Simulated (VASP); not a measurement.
Data:

```
LiNbO3
1.0
    2.59336     1.49728     4.55422
   -2.59336     1.49728     4.55422
    0.00000    -2.99456     4.55422
Li Nb O
2 2 6
Cartesian
  0.00000   0.00000   3.41567
  0.00000   0.00000  10.24701
  0.00000   0.00000   6.83134
  0.00000  -2.99456   4.55422
 -0.63120  -1.49728   5.69278
  0.63120   1.49728   7.96989
  1.61228   0.20200   5.69278
 -1.61228  -0.20200   7.96989
 -0.98108   1.29528   5.69278
  0.98108  -1.29528   7.96989
```

Calculation: r2SCAN meta-GGA, VASP's PBE PAW potentials (set 64) (plane waves; VASP). Run with 520 eV cut-off, 6×6×6 Γ-centred mesh, tetrahedra with Blöchl corrections, potentials Li_sv Nb_sv O.

Problem. Give the energies of bands 25 to 38 at the high-symmetry points, in eV from the valence-band maximum.

Solution. 
```
band      Γ      T     H2      L     S0      F
----  -----  -----  -----  -----  -----  -----
25    -1.70  -2.92  -1.90  -2.72  -2.19  -1.92
26    -1.37  -2.92  -1.90  -2.72  -2.03  -1.87
27    -0.75  -2.43  -1.60  -2.50  -1.51  -1.53
28    -0.49  -2.43  -1.60  -2.50  -1.44  -1.44
29    -0.49  -0.60  -1.08  -0.52  -1.14  -1.28
30    -0.28  -0.60  -1.08  -0.52  -1.03  -1.11
31    -0.28  -0.32  -0.81  -0.28  -0.97  -0.99
32    -0.22  -0.32  -0.81  -0.28  -0.58  -0.45
33    -0.22  -0.32  -0.36  -0.23  -0.42  -0.31
34    -0.06  -0.32  -0.36  -0.23  -0.19  -0.28
35     3.02   4.63   3.92   4.60   3.53   2.97
36     3.02   4.63   3.92   4.60   4.15   4.04
37     3.17   4.92   4.63   4.65   4.60   4.41
38     5.12   4.92   4.63   4.65   4.72   4.82
```

The gap is indirect, 2.97 eV, from the valence maximum at Γ-S0 at 0.43 to the conduction minimum at F.

The structure comes from a computed database's LiNbO3 entry (R-3c); how it stands against other phases isn't given here. It was relaxed first.
